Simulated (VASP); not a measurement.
# ZnGeSb2 with PBE: from relaxation to properties, part 5 of 6

What structure does ZnGeSb2 take at this level, and what are its properties? The cell is invented: it takes the structure of a Materials Project entry for ZnGeP2 (space group 115 there), with some of its atoms replaced by other elements, volume scaled by an estimate. It may not be a known or stable phase.

VASP 6.6.1, plane waves and PAW; the level of theory is named at each step.

So far. Step 6 (Total and projected DOS (PBE)): The finer mesh and the other smearing move the Fermi level by -0.09 eV from the 6×6×5 run, one measure of the sampling error in the zero of the bands above. Step 7 (Bands along the symmetry lines (TB-mBJ)): There is no gap at this level.

### 8. Zone-centre phonons (PBE)

This step: PBE; plane waves and PAW (Sb, Ge_d, Zn); invented cell (VASP 6.6.1).

Zone-centre modes test whether the atoms sit at a minimum within this cell. IBRION = 8 takes the force constants from linear response, which needs tightly converged orbitals.

INCAR reads:

```
SYSTEM = ZnGeSb2
PREC = Accurate
ENCUT = 410
EDIFF = 1E-08
NELM = 100
ISMEAR = 1
SIGMA = 0.2
LREAL = .FALSE.
ALGO = Normal
GGA = PE
NBANDS = 24
LORBIT = 11
LWAVE = .FALSE.
LCHARG = .FALSE.
KPAR = 2
IBRION = 8
ISIF = 2
```

POSCAR reads:

```
ZnGeSb2
1.0
    4.3849205807      0.0000000000      0.0000000000
    0.0000000000      4.3849205807      0.0000000000
    0.0000000000      0.0000000000      6.1358124824
Sb Ge Zn
2 1 1
Direct
    0.0000000000      0.5000000000      0.2382535967
    0.5000000000      0.0000000000      0.7617464033
    0.5000000000      0.5000000000      0.5000000000
    0.0000000000      0.0000000000      0.0000000000
```

KPOINTS reads:

```
Automatic mesh
0
Gamma
9 9 7
0 0 0
```

PAW data sets: Sb, Ge_d and Zn (PBE family, release 64).

Command:

```
$ mpirun -np 2 vasp_std
```

Output:

```text
[... set-up lines as in an earlier step ...]
 entering main loop
       N       E                     dE             d eps       ncg     rms          rms(c)
DAV:   1     0.223397447844E+03    0.22340E+03   -0.14918E+04  3264   0.194E+03
DAV:   2     0.147435064189E+02   -0.20865E+03   -0.20379E+03  3000   0.479E+02
DAV:   3    -0.130876618444E+02   -0.27831E+02   -0.27710E+02  3624   0.127E+02
DAV:   4    -0.140550686409E+02   -0.96741E+00   -0.96722E+00  3184   0.261E+01
DAV:   5    -0.140774692619E+02   -0.22401E-01   -0.22400E-01  3624   0.427E+00    0.476E+00
DAV:   6    -0.139226470439E+02    0.15482E+00   -0.73146E-01  3456   0.157E+01    0.321E+00
DAV:   7    -0.139010381416E+02    0.21609E-01   -0.12979E-01  3352   0.421E+00    0.142E+00
DAV:   8    -0.138991374690E+02    0.19007E-02   -0.23353E-02  3632   0.131E+00    0.170E-01
DAV:   9    -0.138998000443E+02   -0.66258E-03   -0.25865E-03  3320   0.492E-01    0.745E-02
DAV:  10    -0.139001548903E+02   -0.35485E-03   -0.63191E-04  3224   0.245E-01    0.222E-02
DAV:  11    -0.139001859342E+02   -0.31044E-04   -0.64026E-05  3472   0.885E-02    0.115E-02
DAV:  12    -0.139002024223E+02   -0.16488E-04   -0.34197E-05  3176   0.322E-02    0.386E-03
DAV:  13    -0.139002030271E+02   -0.60482E-06   -0.15289E-06  3544   0.182E-02    0.153E-03
DAV:  14    -0.139002033978E+02   -0.37065E-06   -0.62340E-07  3144   0.499E-03    0.850E-04
DAV:  15    -0.139002033692E+02    0.28596E-07   -0.31054E-08  3520   0.146E-03    0.427E-04
DAV:  16    -0.139002034035E+02   -0.34314E-07   -0.11173E-08  2352   0.132E-03    0.130E-04
DAV:  17    -0.139002033841E+02    0.19414E-07   -0.14462E-09  1704   0.566E-04    0.459E-05
DAV:  18    -0.139002033877E+02   -0.36098E-08   -0.38522E-10  1728   0.178E-04
   1 F= -.13900203E+02 E0= -.13901312E+02  d E =0.332496E-02
 Linear response reoptimize wavefunctions to high precision
DAV:   1    -0.139002033869E+02    0.81218E-09   -0.85073E-11  1784   0.106E-04
DAV:   2    -0.139002033869E+02   -0.36380E-11   -0.22972E-11  1616   0.396E-05
 Linear response DOF=           7
 Linear response progress:
  Degree of freedom:   1/  7
       N       E                     dE             d eps       ncg     rms          rms(c)
RMM:   1    -0.283125507389E-01   -0.28313E-01    0.23246E-02 15365   0.963E-01
RMM:   2    -0.264120490582E-01    0.19005E-02   -0.27826E-03 14312   0.294E-01    0.576E-02
RMM:   3    -0.264289291084E-01   -0.16880E-04   -0.11555E-04 15056   0.787E-02    0.322E-02
RMM:   4    -0.264598303470E-01   -0.30901E-04   -0.25375E-05 15692   0.333E-02    0.434E-03
RMM:   5    -0.264562420771E-01    0.35883E-05   -0.18406E-06 16060   0.888E-03    0.154E-03
RMM:   6    -0.264487118599E-01    0.75302E-05   -0.29528E-07 15935   0.293E-03    0.624E-04
RMM:   7    -0.264461991939E-01    0.25127E-05   -0.95447E-08 15786   0.110E-03    0.953E-05
RMM:   8    -0.264462592695E-01   -0.60076E-07   -0.21321E-08 16032   0.396E-04    0.288E-05
RMM:   9    -0.264463325748E-01   -0.73305E-07   -0.60829E-09 15946   0.150E-04    0.124E-05
RMM:  10    -0.264463688184E-01   -0.36244E-07   -0.15262E-09 15993   0.597E-05    0.379E-06
RMM:  11    -0.264463694941E-01   -0.67568E-09   -0.74430E-10 15537   0.244E-05    0.107E-06
 first order change of Fermi-energy   0.14175E-04
 force on displaced ion       1 direction 1 :  -6.219   0.000   0.000
 Linear response progress:
  Degree of freedom:   2/  7
       N       E                     dE             d eps       ncg     rms          rms(c)
RMM:   1    -0.287789738328E-01   -0.28779E-01    0.33768E-02 15771   0.103E+00
RMM:   2    -0.274989166665E-01    0.12801E-02   -0.29176E-03 13664   0.295E-01    0.713E-02
RMM:   3    -0.274789995344E-01    0.19917E-04   -0.20356E-04 15851   0.771E-02    0.400E-02
RMM:   4    -0.274761179000E-01    0.28816E-05   -0.28977E-05 15886   0.307E-02    0.671E-03
RMM:   5    -0.274890231383E-01   -0.12905E-04   -0.18323E-06 15907   0.788E-03    0.237E-03
RMM:   6    -0.274937509114E-01   -0.47278E-05   -0.33786E-07 15688   0.307E-03    0.647E-04
RMM:   7    -0.274941933219E-01   -0.44241E-06   -0.42778E-08 15756   0.947E-04    0.187E-04
RMM:   8    -0.274942436999E-01   -0.50378E-07   -0.18480E-08 15862   0.437E-04    0.432E-05
RMM:   9    -0.274941934638E-01    0.50236E-07   -0.22440E-09 15919   0.139E-04    0.209E-05
RMM:  10    -0.274942005976E-01   -0.71339E-08    0.21508E-10 15767   0.527E-05    0.667E-06
 first order change of Fermi-energy   0.53565E-04
 force on displaced ion       1 direction 2 :   0.000  -7.500   0.000
 Linear response progress:
  Degree of freedom:   3/  7
       N       E                     dE             d eps       ncg     rms          rms(c)
RMM:   1    -0.337287233801E-01   -0.33729E-01    0.26913E-02  8886   0.107E+00
RMM:   2    -0.314799640261E-01    0.22488E-02   -0.36142E-03  8841   0.306E-01    0.699E-02
RMM:   3    -0.314336418544E-01    0.46322E-04   -0.18030E-04  9111   0.923E-02    0.407E-02
RMM:   4    -0.314054967150E-01    0.28145E-04   -0.34294E-05  9515   0.350E-02    0.864E-03
RMM:   5    -0.314030048529E-01    0.24919E-05   -0.15390E-06  9177   0.143E-02    0.384E-03
RMM:   6    -0.313998639818E-01    0.31409E-05   -0.11699E-06  9678   0.515E-03    0.129E-03
RMM:   7    -0.313988851042E-01    0.97888E-06   -0.28210E-08  9875   0.161E-03    0.350E-04
RMM:   8    -0.313989765793E-01   -0.91475E-07   -0.41085E-08  9667   0.686E-04    0.135E-04
RMM:   9    -0.313990185509E-01   -0.41972E-07    0.78473E-09  9227   0.271E-04    0.341E-05
RMM:  10    -0.313990366781E-01   -0.18127E-07   -0.16306E-09  9891   0.107E-04    0.191E-05
RMM:  11    -0.313990654791E-01   -0.28801E-07   -0.11590E-09  9333   0.515E-05    0.553E-06
RMM:  12    -0.313990732121E-01   -0.77330E-08   -0.12859E-10  8934   0.187E-05    0.176E-06
 first order change of Fermi-energy   0.13691E+00
 force on displaced ion       1 direction 3 :   0.000   0.000  -8.106
 Linear response progress:
  Degree of freedom:   4/  7
       N       E                     dE             d eps       ncg     rms          rms(c)
RMM:   1    -0.188971057961E+00   -0.18897E+00    0.70970E+00  8486   0.494E+01
RMM:   2    -0.196150683236E+00   -0.71796E-02   -0.15995E-02 14496   0.717E-01    0.508E-02
RMM:   3    -0.196141525793E+00    0.91574E-05   -0.80402E-04 14883   0.198E-01    0.304E-02
RMM:   4    -0.196039031325E+00    0.10249E-03   -0.78468E-05 15911   0.701E-02    0.498E-03
RMM:   5    -0.196034190078E+00    0.48412E-05   -0.12475E-05 15950   0.267E-02    0.186E-03
RMM:   6    -0.196041826817E+00   -0.76367E-05   -0.29997E-06 16272   0.105E-02    0.575E-04
RMM:   7    -0.196044242889E+00   -0.24161E-05   -0.72826E-07 16372   0.483E-03    0.309E-04
RMM:   8    -0.196044448500E+00   -0.20561E-06   -0.31922E-07 16604   0.245E-03    0.676E-05
RMM:   9    -0.196045121161E+00   -0.67266E-06   -0.21859E-07 17123   0.118E-03    0.596E-05
RMM:  10    -0.196045414143E+00   -0.29298E-06   -0.19856E-07 16742   0.637E-04    0.174E-05
RMM:  11    -0.196045585435E+00   -0.17129E-06   -0.29314E-07 17260   0.353E-04    0.132E-05
RMM:  12    -0.196045742625E+00   -0.15719E-06   -0.18794E-07 16929   0.210E-04    0.597E-06
RMM:  13    -0.196045697561E+00    0.45064E-07   -0.12340E-07 16809   0.129E-04    0.870E-06
RMM:  14    -0.196045754572E+00   -0.57011E-07   -0.83914E-08 16523   0.815E-05    0.414E-06
RMM:  15    -0.196045750175E+00    0.43963E-08   -0.58274E-08 15138   0.519E-05    0.596E-06
 first order change of Fermi-energy   0.64385E-05
 force on displaced ion       3 direction 1 :  -6.415   0.000   0.001
 Linear response progress:
  Degree of freedom:   5/  7
       N       E                     dE             d eps       ncg     rms          rms(c)
RMM:   1    -0.193173394947E+00   -0.19317E+00    0.71043E+00  5307   0.493E+01
RMM:   2    -0.200024733176E+00   -0.68513E-02   -0.16263E-02  9162   0.724E-01    0.646E-02
RMM:   3    -0.199921555084E+00    0.10318E-03   -0.87260E-04  9391   0.206E-01    0.357E-02
RMM:   4    -0.199777223132E+00    0.14433E-03   -0.10280E-04  9801   0.749E-02    0.113E-02
RMM:   5    -0.199753866678E+00    0.23356E-04   -0.17103E-05  9869   0.303E-02    0.251E-03
RMM:   6    -0.199767681654E+00   -0.13815E-04   -0.31605E-06  9657   0.112E-02    0.128E-03
RMM:   7    -0.199777717426E+00   -0.10036E-04   -0.78575E-07  9859   0.518E-03    0.350E-04
RMM:   8    -0.199777235092E+00    0.48233E-06   -0.21181E-07 10093   0.250E-03    0.236E-04
RMM:   9    -0.199778706662E+00   -0.14716E-05   -0.53576E-08 10031   0.123E-03    0.610E-05
RMM:  10    -0.199779085131E+00   -0.37847E-06   -0.32162E-08 10395   0.607E-04    0.350E-05
RMM:  11    -0.199779321482E+00   -0.23635E-06   -0.22532E-08 10248   0.313E-04    0.819E-06
RMM:  12    -0.199779342618E+00   -0.21136E-07    0.16027E-08 10646   0.165E-04    0.684E-06
RMM:  13    -0.199779378998E+00   -0.36380E-07   -0.23774E-08 10557   0.889E-05    0.309E-06
RMM:  14    -0.199779392741E+00   -0.13743E-07   -0.35883E-08 10317   0.488E-05    0.183E-06
RMM:  15    -0.199779404723E+00   -0.11981E-07   -0.52645E-08  9746   0.273E-05    0.812E-07
RMM:  16    -0.199779409474E+00   -0.47514E-08   -0.38833E-08  8443   0.157E-05    0.313E-07
 first order change of Fermi-energy  -0.18679E-03
 force on displaced ion       3 direction 3 :   0.000   0.000 -10.184
 Linear response progress:
  Degree of freedom:   6/  7
       N       E                     dE             d eps       ncg     rms          rms(c)
RMM:   1    -0.211913660748E+00   -0.21191E+00   -0.18210E-02 11870   0.135E+00
RMM:   2    -0.210589269446E+00    0.13244E-02   -0.20695E-03 13806   0.269E-01    0.552E-02
RMM:   3    -0.210453629109E+00    0.13564E-03   -0.48847E-05 15471   0.392E-02    0.326E-02
RMM:   4    -0.210294681233E+00    0.15895E-03   -0.18075E-05 15818   0.233E-02    0.329E-03
RMM:   5    -0.210294093499E+00    0.58773E-06   -0.30261E-07 15318   0.407E-03    0.124E-03
RMM:   6    -0.210296574668E+00   -0.24812E-05   -0.77036E-08 16078   0.168E-03    0.289E-04
RMM:   7    -0.210295685453E+00    0.88922E-06    0.80692E-09 16082   0.435E-04    0.888E-05
RMM:   8    -0.210294806672E+00    0.87878E-06    0.99375E-10 15917   0.201E-04    0.198E-05
RMM:   9    -0.210294949170E+00   -0.14250E-06   -0.22940E-09 15986   0.622E-05    0.557E-06
RMM:  10    -0.210294976607E+00   -0.27437E-07   -0.52559E-10 16157   0.212E-05    0.173E-06
RMM:  11    -0.210294988240E+00   -0.11633E-07   -0.66743E-10 14105   0.968E-06    0.715E-07
RMM:  12    -0.210294983080E+00    0.51601E-08   -0.39458E-10 10802   0.466E-06    0.253E-07
 first order change of Fermi-energy  -0.33934E-05
 force on displaced ion       4 direction 1 :  -6.072   0.000   0.002
 Linear response progress:
  Degree of freedom:   7/  7
       N       E                     dE             d eps       ncg     rms          rms(c)
RMM:   1    -0.214324920466E+00   -0.21432E+00   -0.21832E-02  7607   0.135E+00
RMM:   2    -0.212828236003E+00    0.14967E-02   -0.27633E-03  8685   0.282E-01    0.660E-02
RMM:   3    -0.212597272380E+00    0.23096E-03   -0.81961E-05  9466   0.445E-02    0.368E-02
RMM:   4    -0.212368932645E+00    0.22834E-03   -0.30763E-05  9594   0.282E-02    0.726E-03
RMM:   5    -0.212348280601E+00    0.20652E-04   -0.12436E-06  9728   0.611E-03    0.196E-03
RMM:   6    -0.212355567870E+00   -0.72873E-05   -0.26835E-07  9685   0.236E-03    0.537E-04
RMM:   7    -0.212356753345E+00   -0.11855E-05   -0.40348E-08  9757   0.879E-04    0.138E-04
RMM:   8    -0.212356303933E+00    0.44941E-06   -0.76963E-09  9830   0.342E-04    0.560E-05
RMM:   9    -0.212356363095E+00   -0.59162E-07    0.56656E-11  9895   0.114E-04    0.240E-05
RMM:  10    -0.212356519240E+00   -0.15615E-06    0.97376E-11  9888   0.601E-05    0.424E-06
RMM:  11    -0.212356534748E+00   -0.15508E-07    0.18274E-10  9830   0.188E-05    0.258E-06
RMM:  12    -0.212356552035E+00   -0.17286E-07   -0.23423E-10  9256   0.903E-06    0.917E-07
RMM:  13    -0.212356549581E+00    0.24533E-08   -0.25710E-10  6120   0.354E-06    0.369E-07
 first order change of Fermi-energy   0.16215E-04
 force on displaced ion       4 direction 3 :   0.000   0.000  -5.501
 Linear response finished
```

Run time: 10 min. Hardware: 2 MPI ranks of Intel Xeon 6975P-C (Granite Rapids), shared host; peak memory 1.5 GiB; 20 min of CPU time.

OUTCAR, selected parts (step 8):

```text
   k-points           NKPTS =     60   k-points in BZ     NKDIM =     60   number of bands    NBANDS=     24

   NELECT =      36.0000    total number of electrons

  Total       -0.0368609     -0.0368609      0.0622295      0.0000000      0.0000000      0.0000000
  in kB       -0.5005891     -0.5005891      0.8451059      0.0000000      0.0000000      0.0000000
  external PRESSURE =      -0.0520241 kB  Pullay stress =       0.0000000 kB

 POSITION                                       TOTAL-FORCE (eV/Angst)
 -----------------------------------------------------------------------------------
      0.00000      2.19246      1.46188        -0.000000      0.000000     -0.006217
      2.19246      0.00000      4.67393        -0.000000      0.000000      0.006217
      2.19246      2.19246      3.06791        -0.000000     -0.000000      0.000000
      0.00000      0.00000      0.00000         0.000000      0.000000      0.000000
 -----------------------------------------------------------------------------------
    total drift:                                0.000000      0.000000      0.000000

 Eigenvectors and eigenvalues of the dynamical matrix
 ----------------------------------------------------

   1 f  =    6.568679 THz    41.272225 2PiTHz  219.107536 cm-1    27.165860 meV
             X         Y         Z           dx          dy          dz
      0.000000  2.192460  1.461879    -0.000000    0.000000    0.337040
      2.192460  0.000000  4.673933    -0.000000    0.000000    0.337040
      2.192460  2.192460  3.067906     0.000000   -0.000000   -0.879093
      0.000000  0.000000  0.000000     0.000000   -0.000000    0.001986

   2 f  =    6.130196 THz    38.517156 2PiTHz  204.481322 cm-1    25.352441 meV
             X         Y         Z           dx          dy          dz
      0.000000  2.192460  1.461879    -0.205183    0.021112    0.000000
      2.192460  0.000000  4.673933    -0.577385    0.007503   -0.000000
      2.192460  2.192460  3.067906     0.345627   -0.012638    0.000000
      0.000000  0.000000  0.000000     0.709741   -0.025952   -0.000000

   3 f  =    6.130196 THz    38.517156 2PiTHz  204.481322 cm-1    25.352441 meV
             X         Y         Z           dx          dy          dz
      0.000000  2.192460  1.461879     0.007503    0.577385   -0.000000
      2.192460  0.000000  4.673933     0.021112    0.205183   -0.000000
      2.192460  2.192460  3.067906    -0.012638   -0.345627    0.000000
      0.000000  0.000000  0.000000    -0.025952   -0.709741   -0.000000

   4 f  =    5.662643 THz    35.579435 2PiTHz  188.885435 cm-1    23.418799 meV
             X         Y         Z           dx          dy          dz
      0.000000  2.192460  1.461879    -0.000340   -0.241841   -0.000000
      2.192460  0.000000  4.673933     0.000146    0.564376    0.000000
      2.192460  2.192460  3.067906     0.000435   -0.722328   -0.000000
      0.000000  0.000000  0.000000    -0.000192    0.318174    0.000000

   5 f  =    5.662643 THz    35.579435 2PiTHz  188.885435 cm-1    23.418799 meV
             X         Y         Z           dx          dy          dz
      0.000000  2.192460  1.461879     0.564376   -0.000146   -0.000000
      2.192460  0.000000  4.673933    -0.241841    0.000340    0.000000
      2.192460  2.192460  3.067906    -0.722328   -0.000435   -0.000000
      0.000000  0.000000  0.000000     0.318174    0.000192   -0.000000

   6 f  =    4.974061 THz    31.252944 2PiTHz  165.916800 cm-1    20.571052 meV
             X         Y         Z           dx          dy          dz
      0.000000  2.192460  1.461879     0.000000    0.000000   -0.256116
      2.192460  0.000000  4.673933    -0.000000   -0.000000   -0.256116
      2.192460  2.192460  3.067906    -0.000000    0.000000   -0.194328
      0.000000  0.000000  0.000000     0.000000   -0.000000    0.911617

   7 f  =    4.415291 THz    27.742089 2PiTHz  147.278239 cm-1    18.260166 meV
             X         Y         Z           dx          dy          dz
      0.000000  2.192460  1.461879     0.000000   -0.000000    0.707107
      2.192460  0.000000  4.673933    -0.000000    0.000000   -0.707107
      2.192460  2.192460  3.067906    -0.000000   -0.000000   -0.000000
      0.000000  0.000000  0.000000     0.000000    0.000000   -0.000000

   8 f  =    1.477184 THz     9.281423 2PiTHz   49.273569 cm-1     6.109141 meV
             X         Y         Z           dx          dy          dz
      0.000000  2.192460  1.461879    -0.177103    0.511994    0.000000
      2.192460  0.000000  4.673933     0.170352   -0.532285    0.000000
      2.192460  2.192460  3.067906    -0.129205   -0.388326    0.000000
      0.000000  0.000000  0.000000     0.150303    0.451739   -0.000000

   9 f  =    1.477184 THz     9.281423 2PiTHz   49.273569 cm-1     6.109141 meV
             X         Y         Z           dx          dy          dz
      0.000000  2.192460  1.461879    -0.532285   -0.170352   -0.000000
      2.192460  0.000000  4.673933     0.511994    0.177103    0.000000
      2.192460  2.192460  3.067906    -0.388326    0.129205   -0.000000
      0.000000  0.000000  0.000000     0.451739   -0.150303    0.000000

  10 f/i=    0.019469 THz     0.122328 2PiTHz    0.649419 cm-1     0.080518 meV
             X         Y         Z           dx          dy          dz
      0.000000  2.192460  1.461879    -0.225650   -0.516612    0.000000
      2.192460  0.000000  4.673933    -0.222819   -0.523175    0.000000
      2.192460  2.192460  3.067906    -0.173145   -0.401440    0.000000
      0.000000  0.000000  0.000000    -0.162184   -0.376027    0.000000

  11 f/i=    0.019469 THz     0.122328 2PiTHz    0.649419 cm-1     0.080518 meV
             X         Y         Z           dx          dy          dz
      0.000000  2.192460  1.461879     0.523175   -0.222819    0.000000
      2.192460  0.000000  4.673933     0.516612   -0.225650    0.000000
      2.192460  2.192460  3.067906     0.401440   -0.173145    0.000000
      0.000000  0.000000  0.000000     0.376027   -0.162184    0.000000

  12 f/i=    0.020468 THz     0.128603 2PiTHz    0.682735 cm-1     0.084648 meV
             X         Y         Z           dx          dy          dz
      0.000000  2.192460  1.461879     0.000000   -0.000000   -0.566400
      2.192460  0.000000  4.673933     0.000000   -0.000000   -0.566400
      2.192460  2.192460  3.067906     0.000000   -0.000000   -0.435239
      0.000000  0.000000  0.000000     0.000000   -0.000000   -0.411036

 ELASTIC MODULI CONTR FROM IONIC RELAXATION (kBar)
 Direction    XX          YY          ZZ          XY          YZ          ZX
 --------------------------------------------------------------------------------
 XX        -222.8337    221.4251      4.5159      0.0000      0.0000     -0.0000
 YY         221.4251   -222.8337      4.5159      0.0000     -0.0000      0.0000
 ZZ           4.5159      4.5159    -28.9551      0.0000     -0.0000      0.0000
 XY           0.0000      0.0000      0.0000      0.0000      0.0000      0.0000
 YZ           0.0000     -0.0000     -0.0000      0.0000   -134.3092      0.0000
 ZX          -0.0000      0.0000      0.0000      0.0000      0.0000   -177.1980
 --------------------------------------------------------------------------------

[... 7 parts as in an earlier step ...]

[... 3 further parts left out ...]
```

Energies printed during the response cycles are not total energies of the cell.

This step gave:

* bands: 24
* irreducible k-points: 60
* pressure of the cell: -0.005202 GPa
* largest force of the cell: 0.006217 eV/Å
* Fermi energy: 4.135 eV

(Part 5 of 6 ends here.)

[Lines on the potential files, build, host, timing and source positions are cut from VASP's logs without a mark.]

[Logs are printed without paths, hosts, clocks, repeated set-up lines and the standing remarks that a program may print on its own settings, such as how far it seeks lower states.]

[Hosts, paths, dates, database ids (printed as entryN), source tags and the programs' standing remarks are cut or masked in the printed files.]

[A measured line is paired with the nearest computed mode of its activity, which favours agreement.]
